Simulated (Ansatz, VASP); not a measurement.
## Ag (Silver) in two plane-wave programs

One calculation is typed for both programs; each brings its own data sets and cutoff. How far apart do they land? The cell is taken from a series of VASP runs on this material, whose earlier steps may have relaxed, scaled or displaced it; both programs get it as it stands.

Main program and level: Ansatz 0.2.0; plane waves, with VASP 6.6.1 beside it; relaxation of cell and atoms at PBEsol with D3(BJ).

### Step 1. The starting structure

The structure is cubic, space group Fm-3m (No. 225). The conventional cell has a = 3.993 Å, b = 3.993 Å, c = 3.993 Å, α = 90.00°, β = 90.00°, γ = 90.00°. Ag has 12 Ag at 2.82 Å nearest.

Coordinates:

```cif
data_structure
_symmetry_space_group_name_H-M 'Fm-3m'
_symmetry_Int_Tables_number 225
_cell_length_a 3.9935
_cell_length_b 3.9935
_cell_length_c 3.9935
_cell_angle_alpha 90.000
_cell_angle_beta 90.000
_cell_angle_gamma 90.000
_cell_volume 63.69
loop_
_atom_site_label
_atom_site_type_symbol
_atom_site_symmetry_multiplicity
_atom_site_Wyckoff_symbol
_atom_site_fract_x
_atom_site_fract_y
_atom_site_fract_z
_atom_site_occupancy
Ag1 Ag 4 a 0.00000 0.00000 0.00000 1
```

### Step 2. VASP: relaxation of cell and atoms, PBEsol with D3(BJ)

The relaxed volume is the usual yardstick between codes: its relative difference is about their pressure difference at one cell divided by the bulk modulus.

Lines of VASP's logs that name or quote its potential files are left out, and so is its time.

The input, INCAR:

```
SYSTEM = Ag
PREC = Accurate
ENCUT = 450
EDIFF = 1E-06
NELM = 100
ISMEAR = 1
SIGMA = 0.15
LREAL = .FALSE.
ALGO = Normal
GGA = PS
IVDW = 12
NBANDS = 11
LORBIT = 11
LWAVE = .FALSE.
LCHARG = .FALSE.
KPAR = 4
IBRION = 2
NSW = 50
ISIF = 3
EDIFFG = -0.006
```

The input, POSCAR:

```
Ag
1.0
    0.0000000000      1.9967450170      1.9967450170
    1.9967450170      0.0000000000      1.9967450170
    1.9967450170      1.9967450170      0.0000000000
Ag
1
Direct
    0.0000000000      0.0000000000      0.0000000000
```

The input, KPOINTS:

```
Automatic mesh
0
Gamma
18 18 18
0 0 0
```

Potentials, in the order of the species: Ag (PBE family, release 64).

Command:

```sh
mpirun -np 4 vasp_std
```

Numbers of over 12 decimals in the logs are rounded to 6 here.

Output:

```text
[banner, memory and clock lines left out]
running    4 mpi-ranks, on    1 nodes
 distrk:  each k-point on    1 cores,    4 groups
 distr:  one band on    1 cores,    1 groups

 POSCAR found type information on POSCAR Ag
 POSCAR found :  1 types and       1 ions
|                                                                             |
|               ----> ADVICE to this user running VASP <----                  |
|                                                                             |
|     You enforced a specific xc type in the INCAR file but a different       |
|     [... a line on the potential file left out ...]
|     I HOPE YOU KNOW WHAT YOU ARE DOING!                                     |
|                                                                             |

 LDA part: xc-table for (Slater+PW92), standard interpolation
 POSCAR, INCAR and KPOINTS ok, starting setup
 FFT: planning ... GRIDC
 FFT: planning ... GRID_SOFT
 FFT: planning ... GRID
 WAVECAR not read
 entering main loop
       N       E                     dE             d eps       ncg     rms          rms(c)
DAV:   1     0.442887412907E+02    0.44289E+02   -0.50549E+03  4410   0.805E+02
DAV:   2    -0.306230955966E+01   -0.47351E+02   -0.44768E+02  4755   0.186E+02
DAV:   3    -0.366747689159E+01   -0.60517E+00   -0.60473E+00  4863   0.230E+01
DAV:   4    -0.366903527327E+01   -0.15584E-02   -0.15583E-02  4680   0.122E+00
DAV:   5    -0.366904633093E+01   -0.11058E-04   -0.11058E-04  4883   0.937E-02    0.665E+00
DAV:   6    -0.331668420232E+01    0.35236E+00   -0.14227E+00  4572   0.114E+01    0.390E+00
DAV:   7    -0.330331302489E+01    0.13371E-01   -0.16076E-02  4875   0.121E+00    0.215E+00
DAV:   8    -0.329856868804E+01    0.47443E-02   -0.82856E-04  4647   0.212E-01    0.110E-01
DAV:   9    -0.329857882103E+01   -0.10133E-04   -0.14126E-05  4815   0.319E-02    0.176E-02
DAV:  10    -0.329858082647E+01   -0.20054E-05   -0.26579E-06  4769   0.133E-02    0.513E-03
DAV:  11    -0.329858065116E+01    0.17531E-06   -0.10520E-07  2463   0.297E-03
   1 F= -.38833891E+01 E0= -.38834641E+01  d E =-.388339E+01
 curvature:   0.00 expect dE= 0.000E+00 dE for cont linesearch  0.000E+00
 trial: gam= 0.00000 g(F)=  0.000E+00 g(S)=  0.852E-07 ort = 0.000E+00 (trialstep = 0.100E+01)
 search vector abs. value=  0.853E-07
 reached required accuracy - stopping structural energy minimisation
```

OUTCAR, selected parts (step 2):

```text
ion  position               nearest neighbor table
   1  0.000  0.000  0.000-

  LATTYP: Found a face centered cubic cell.
 ALAT       =     3.9934900340

 Subroutine GETGRP returns: Found 48 space group operations
 (whereof 48 operations were pure point group operations)

The static configuration has the point symmetry O_h .

 Found    195 irreducible k-points:

   k-points           NKPTS =    195   k-points in BZ     NKDIM =    195   number of bands    NBANDS=     11

   dimension x,y,z NGX =    20 NGY =   20 NGZ =   20
   dimension x,y,z NGXF=    40 NGYF=   40 NGZF=   40

   ENCUT  =  450.0 eV  33.07 Ry    5.75 a.u.   4.88  4.88  4.88*2*pi/ulx,y,z

   NELECT =      11.0000    total number of electrons

 k-points in reciprocal lattice and weights: Automatic mesh
   0.00000000  0.00000000  0.00000000       0.000
   0.05555556  0.00000000  0.00000000       0.001
   0.11111111  0.00000000  0.00000000       0.001
   0.16666667  0.00000000  0.00000000       0.001
   0.22222222  0.00000000  0.00000000       0.001
   0.27777778  0.00000000  0.00000000       0.001
   0.33333333  0.00000000  0.00000000       0.001
   0.38888889  0.00000000  0.00000000       0.001
   0.44444444  0.00000000  0.00000000       0.001
[...]
-0.27777778  0.44444444  0.22222222       0.004
  -0.27777778  0.50000000  0.22222222       0.002

 average (electrostatic) potential at core
       1 -69.9249

 E-fermi :   9.1926

 k-point     1 :       0.0000    0.0000    0.0000
  band No.  band energies     occupation
    ...
      2       4.1896      2.00000
      3       4.1896      2.00000
      4       4.1896      2.00000
      5       5.3716      2.00000
      6       5.3716      2.00000
      7      25.3370      0.00000
      8      29.3165      0.00000
      9      29.3165      0.00000
     10      29.3165      0.00000
     11      34.3172      0.00000

 k-point     2 :       0.0556    0.0000    0.0000
  band No.  band energies     occupation
    ...
      2       4.1629      2.00000
      3       4.2200      2.00000
      4       4.2200      2.00000
      5       5.3592      2.00000
      6       5.3592      2.00000
      7      25.3848      0.00000
      8      28.4779      0.00000
      9      29.3812      0.00000
     10      29.3812      0.00000
     11      34.5932      0.00000

 k-point     3 :       0.1111    0.0000    0.0000
  band No.  band energies     occupation
    ...
      2       4.0995      2.00000
      3       4.2990      2.00000
      4       4.2990      2.00000
      5       5.3344      2.00000
      6       5.3344      2.00000
      7      25.2975      0.00000
      8      26.9661      0.00000
      9      29.5509      0.00000
     10      29.5509      0.00000
     11      33.7571      0.00000

 Edisp (eV)   -0.58481

  Total      -0.00077    -0.00077    -0.00077    -0.00000     0.00000     0.00000
  in kB      -0.07723    -0.07723    -0.07723    -0.00000     0.00000     0.00000
  external pressure =       -0.08 kB  Pullay stress =        0.00 kB

  energy-cutoff  :      450.00
  volume of cell :       15.92
      direct lattice vectors                 reciprocal lattice vectors
     0.000000000  1.996745017  1.996745017    -0.250407536  0.250407536  0.250407536
     1.996745017  0.000000000  1.996745017     0.250407536 -0.250407536  0.250407536
     1.996745017  1.996745017  0.000000000     0.250407536  0.250407536 -0.250407536

 POSITION                                       TOTAL-FORCE (eV/Angst)
 -----------------------------------------------------------------------------------
      0.00000      0.00000      0.00000         0.000000      0.000000      0.000000
 -----------------------------------------------------------------------------------
    total drift:                                0.000000      0.000000      0.000000

  FREE ENERGIE OF THE ION-ELECTRON SYSTEM (eV)
  ---------------------------------------------------
  free  energy   TOTEN  =        -3.8833891400 eV

  energy  without entropy=       -3.8836140768  energy(sigma->0) =       -3.88346412

 reached required accuracy - stopping structural energy minimisation

 total charge
# of ion       s       p       d       tot
------------------------------------------
    1        0.441   0.349   9.152   9.942

[... 3 further parts left out ...]
```

CONTCAR:

```
Ag
   1.00000000000000
     0.0000000000000000    1.9967450170000001    1.9967450170000001
     1.9967450170000001    0.0000000000000000    1.9967450170000001
     1.9967450170000001    1.9967450170000001    0.0000000000000000
  Ag
     1
Direct
     0.0000000000000000    0.0000000000000000    0.0000000000000000
```

Dispersion corrections of this kind ignore metallic screening and tend to overbind metals.

### Step 3. Ansatz: relaxation of cell and atoms, PBEsol with D3(BJ)

Ansatz runs on its default PAW (the set named soft_2) files.

The same cell, functional, mesh and smearing now go to Ansatz, which takes its cutoff from its data sets.

The input, input.yaml:

```yaml
crystal:
  lattice:
    - [0.0, 1.996745017, 1.996745017]
    - [1.996745017, 0.0, 1.996745017]
    - [1.996745017, 1.996745017, 0.0]
  atoms:
    - { symbol: Ag, position: [0.0, 0.0, 0.0] }
hamiltonian:
  xc: pbesol
  pseudopotentials: { kind: paw }
  dispersion: d3bj
kpoints:
  mp_grid: { grid: [18, 18, 18] }
scf:
  occupations: { method: methfessel_paxton, width: 0.15 }
relax:
  f_tol: 0.01
  max_steps: 60
  cell: { stress_tol: 0.05 }
output:
  forces: true
  stress: true
  write_density: true
  write_potential: true
  elf: true
  volumetric_format: npy
```

Command:

```sh
ansatz run input.yaml --threads 4 --pin off --max-ram 9216MiB --backend cpu --events-out ev --progress --plain --runs-dir out
```

Output:

```text
Engine: ansatz 0.2.0, aarch64-unknown-linux-gnu
Pseudopotentials: kind: paw
Pseudopotential: Ag, paw, valence charge 19, recommended cutoff 420 eV (normal), Ag.paw.azcp
Functional definition: PBEsol
  exchange = pbesol_x
  correlation = pbesol_c
Crystal: 1 atoms, lattice volume = 15.922 Å³
Basis set: ecut = 420 eV, 331 PW (Γ), exchange–correlation on 40×40×40 points (8 copies of the dense FFT grid, shifted against one another)
Bands: 14, of which v1, the nominal top of the filled ones, is band 10 counted from 1 (9 counted from 0)
Symmetry: 48 space group operations
Space group: Fm-3m (ITA 225), of the structure as read, at distance tolerance 2.5e-5 Å
k-points: 195 of 5832
Non-local potential: Ag, projectors of the file, l = 0: 3, l = 1: 2, l = 2: 2, l = 3: 1
PAW form: soft (Blöchl's): semilocal exchange-correlation on the pseudo side does not see the compensation charge
PAW frozen core: Ag, regenerated for the run's functional, and the local potential with it (the file was generated under x = pbe(κ = 0.804, μ = 0.219515), c = pbe(β = 0.066725))
PAW one-centre angular grid: Ag, 590 points (default); XC on 64 Gauss nodes
Initial density: superposition of atomic densities (neutral atoms: chi_scale 0, normalization atom), corrected by the library's trained network
Initial wavefunctions: pseudopotential atomic-orbital guess
Functional: x = pbesol(κ = 0.804, μ = 0.123457), c = pbesol(β = 0.046)
SCF iter   1: F=—  HF=-7522.825946 eV  |F-HF|=—  |Δ(HF+E_count)|=         —  Δρ=9.89e-3  dr2=1.40e-2  ethr=1.77e-3  ⟨swp⟩=4.4  Hψ=13244  notcnv=0
preconditioner: auto → none  [insulator: Δε(μ)=0.133 eV  Ē_g=16.821 eV  σ=0.150 eV  W_gap=0.60  n_scr=8 (ndim 8)  ℏωp=30.9 eV  f_vac=0.000  D(μ)=0.20/eV (n_scr^D=0)  ε∞_Penn≈4.4]
SCF iter   2: F=—  HF=-7522.822108 eV  |F-HF|=—  |Δ(HF+E_count)|=   3.84e-3  S|Δr|=    0.00e0  Δρ=4.50e-3  dr2=2.10e-3  ethr=7.38e-5  ⟨swp⟩=2.7  Hψ=5883  notcnv=0
SCF iter   3: F=—  HF=-7522.821431 eV  |F-HF|=—  |Δ(HF+E_count)|=   6.77e-4  S|Δr|=    0.00e0  Δρ=9.09e-4  dr2=3.37e-5  ethr=1.10e-5  ⟨swp⟩=2.1  Hψ=3779  notcnv=0
SCF iter   4: F=—  HF=-7522.821418 eV  |F-HF|=—  |Δ(HF+E_count)|=   1.33e-5  S|Δr|=    0.00e0  Δρ=8.52e-5  dr2=9.54e-7  ethr=1.78e-7  ⟨swp⟩=2.1  Hψ=3404  notcnv=0
SCF iter   5: F=-7522.821417 eV  HF=-7522.821417 eV  |F-HF|=3.06e-9  |Δ(HF+E_count)|=   2.17e-7  S|Δr|=    0.00e0  Δρ=6.86e-6  dr2=1.42e-9  ethr=5.26e-10  ⟨swp⟩=7.0  Hψ=13643  notcnv=0
SCF 1 converged in 5 iterations: F = -7522.821417 eV  dr2 = 1.42e-9
  greatest PAW one-centre occupation: 1.001 electrons in one spin orbital (limit 2), on the Ag atom at site 0 (counted from 0), in its partial waves of l = 0
relax step   1: F+E_penalty+E_count = -7522.82141734 eV  Δ(F+E_penalty+E_count) = +0.000e0 eV  max|allowed force component| = 0.000e0 eV/Å  Δτ_max = 0.0000 Å  P = +0.196 GPa  Ω = 15.922 Å³  (5 SCF iters, dr2 threshold 1.00e-7 eV, accepted)
[...]
relax step   2: F+E_penalty+E_count = -7522.82141142 eV  Δ(F+E_penalty+E_count) = +5.921e-6 eV  max|allowed force component| = 0.000e0 eV/Å  Δτ_max = 0.0000 Å  P = -0.146 GPa  Ω = 15.961 Å³  energy of the carried Pulay correction = -1.181e-5 eV  (4 SCF iters, dr2 threshold 9.59e-8 eV, accepted)
[...]
relax step   3: F+E_penalty+E_count = -7522.82142408 eV  Δ(F+E_penalty+E_count) = -1.266e-5 eV  max|allowed force component| = 0.000e0 eV/Å  Δτ_max = 0.0000 Å  P = -0.001 GPa  Ω = 15.944 Å³  energy of the carried Pulay correction = -6.758e-6 eV  (3 SCF iters, dr2 threshold 5.35e-8 eV, accepted)
[...]
relax step   4: F+E_penalty+E_count = -7522.82143047 eV  Δ(F+E_penalty+E_count) = -6.389e-6 eV  max|allowed force component| = 0.000e0 eV/Å  Δτ_max = 0.0000 Å  P = -0.001 GPa  Ω = 15.944 Å³  stress off target by 9.29e-4 GPa  SCF on the basis re-selected at this cell (its energy is not comparable with the rows above)  (4 SCF iters)
basis re-selected at this cell: Δ(F+E_penalty+E_count) = -6.389e-6 eV, ΔP = -0.000 GPa vs the last step (what re-selecting the basis moved, of the pressure what is left beyond the Pulay correction that the steps carried, after the strain that the cell walked since its last selection, with what the two solves' SCF thresholds leave and, on support functions, any second-order correction that the steps lacked; it is no measure of the basis error at this ecutwfc). This SCF's stress stands 9.29e-4 GPa from its target on what of the cell is left free (relax.cell.stress_tol is 5.00e-2 GPa) and its largest allowed force component is 0.00e0 eV/Å (relax.f_tol is 1.00e-2 eV/Å): [rest of the remark cut]
SCF converged after 4 iterations
Stability not checked: this state was not tested for a lower state beside it, because cold or Methfessel-Paxton smearing, or corrected tetrahedra, fill the levels in a way that the test cannot read (fill_not_monotonic; see scf.lower_state_search)
Free energy (F): -7522.821430 eV
Harris-Foulkes:  -7522.821430 eV  (|F-HF|=8.19e-12)
Internal energy: -7522.821661 eV  (E = F + TS)
E sigma→0 (E₀):  -7522.821488 eV
Entropy (-TS):   0.000231 eV (0.231 meV/atom)
Fermi energy:    18.727179 eV
--- Per-component energies (eV) ---
  E_band       = -210.455089
  E_kinetic    = 528.236906
  E_local      = -2088.642770  (includes V_loc(G=0)·N_el)
  E_nonlocal   = 82.262811
  E_hartree    = 956.846061
  E_xc         = -184.289662
  E_vxc        = -235.186422  (∫ρ·V_xc dr)
  E_paw        = -3834.330805  (= ΣΔE_a)
  E_vpaw       = -410.817947  (= ΣTr[D̂ρ^β])
  E_aug_tail   = 0.000280  (compensation charges beyond the density's cutoff)
  E_ewald      = -2982.643078
  E_disp       = -0.584142  (pairwise vdW)
  E_core_change = 0.322739  (= ΣΔE_core)
  E_smearing   = 0.000231  (= −TS)
  E_closure    = 0.000000  (closes the sum)
  Σ components = -7522.821430   (vs F -7522.821430, Δ=0.00e0)
--- Forces (eV/Å), atoms counted from 1 ---
  atom   1  Ag    -0.00000000     0.00000000    -0.00000000
  max |Σ_I F_I| component: 6.16e-32 eV/Å
--- Stress (GPa, compression-positive) ---
       -0.000929      -0.000000      -0.000000
       -0.000000      -0.000929      -0.000000
       -0.000000      -0.000000      -0.000929
  P = ⅓ Tr σ = -0.0009 GPa (-0.009 kbar)
--- Band table (eV; the first three rows and the last of 195) ---
  k-point 0: bands = [... 6 lower, 13.7427, 13.7427, 14.9266, 14.9266, 34.6904, 38.6548, 38.6548, 38.6548]
  k-point 1: bands = [... 6 lower, 13.7731, 13.7731, 14.9142, 14.9142, 34.7404, 37.8522, 38.7246, 38.7246]
  k-point 2: bands = [... 6 lower, 13.8523, 13.8523, 14.8894, 14.8894, 34.6773, 36.3656, 38.9068, 38.9068]
  k-point 194: bands = [... 6 lower, 13.7146, 14.9545, 16.0664, 24.2237, 25.6590, 26.1503, 27.3714, 40.9708]
--- Relaxed structure (3 steps of the walk, 3 accepted, 1 SCFs on fresh bases) ---
  F+E_penalty+E_count = -7522.82143047 eV   max|allowed force component| = 0.000e0 eV/Å   (the final SCF, on the basis selected at the relaxed cell)
  cell:  # Å, volume = 15.9442 Å³
    - [0, 1.997671, 1.997671]
    - [1.997671, 0, 1.997671]
    - [1.997671, 1.997671, 0]
  atoms:
    - { symbol: Ag, position: [0.0, 0.0, 0.0] }
```

Run time: 1.8 s. Hardware: 4 threads of Arm Neoverse V2, shared host; peak memory 0.33 GiB; 6.1 s of CPU time.

### Step 4. Comparison

Known differences besides the potentials themselves: both relaxations stop at a tolerance, which leaves soft axes loose, and VASP keeps its plane-wave basis; the data sets hold 19 valence electrons in Ansatz (default PAW (the set named soft_2) files) and 11 in VASP; the cutoff is 420 eV in Ansatz and 450 eV in VASP; Ansatz makes its cores anew for this functional, VASP keeps those of its PBE data sets; VASP leaves aspherical gradient terms in its spheres out (LASPH is not set), Ansatz keeps them; Ansatz adds a Pulay correction to the stress that steers its cell, VASP none. Total energies have different zeros and are not compared.

Both answers:

| quantity | Ansatz | VASP | difference |
| --- | --- | --- | --- |
| volume (Å³) | 15.94 | 15.92 | +0.14 % |
| edge a after relaxation, in the typed setting (Å) | 2.825 | 2.824 | +0.05 % |

The walks stopped with 0.00 GPa left in Ansatz and -0.01 GPa in VASP; each walk ends within a tolerance, so the volume difference is uncertain by about these residues over the bulk modulus, most in soft cells.

### Step 5. Results

| Property | Result |
| --- | --- |
| difference in volume (relaxation of cell and atoms, PBEsol with D3(BJ)) | 0.14 % |

**Reading.** The difference in volume is 0.14 % (relaxation of cell and atoms, PBEsol with D3(BJ)), within the 1.2 % picked in this series as the mark of a large difference, as far as the stopping tolerances let one tell. Such differences can come from data sets, numerical settings and the points named under the comparisons, not from the functional's error against experiment.

[Lines on the potential files, build, host, timing and source positions are cut from VASP's logs without a mark.]

[Logs are printed without paths, hosts, clocks, repeated set-up lines and the standing remarks that a program may print on its own settings, such as how far it seeks lower states.]

[Hosts, paths, dates, database ids (printed as entryN), source tags and the programs' standing remarks are cut or masked in the printed files.]
